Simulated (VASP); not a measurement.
All values below come from PBEsol GGA, VASP's PBE PAW potentials (set 64) (plane waves; VASP). For the first row: Run with 400 eV cut-off, 7×7×7 Γ-centred mesh, tetrahedra with Blöchl corrections, potentials Ba_sv Te.

```
system            energy (eV/atom)
----------------  ----------------
BaTe (rock salt)           -4.5960
Ba (bcc)                   -2.1495
Te (trig)                  -3.5255
```

The references are the elements' solids at the same level; no temperature or zero-point terms are added.     Spin-orbit coupling is left out, which shifts such energies by up to tenths of an eV for the heavy elements here.

Q: What is the formation energy per atom of BaTe?

A: The references average (1×(-2.1495) + 1×(-3.5255))/2 = -2.8375 eV, so the formation energy is -4.5960 − (-2.8375) = -1.758 eV/atom.
